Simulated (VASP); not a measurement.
Shape and ions are relaxed at each volume.

Energy against volume of MgB₂ (AlB2 type). All values below come from PBE GGA with D3 dispersion (Becke-Johnson damping), VASP's PBE PAW potentials (set 64) (plane waves; VASP).

| V (Å³/atom) | E (eV/atom) |
|---|---|
| 8.715 | -5.38069 |
| 8.993 | -5.39424 |
| 9.272 | -5.39858 |
| 9.550 | -5.39495 |
| 9.828 | -5.38441 |

Q: Fit a third-order Birch-Murnaghan equation of state.

A: 
* **volume per atom**: 9.28 Å³/atom
* **bulk modulus**: 152 GPa
* **pressure derivative of the bulk modulus**: 3.76

The compound is MgB2 in the AlB2 type structure. It was relaxed first.
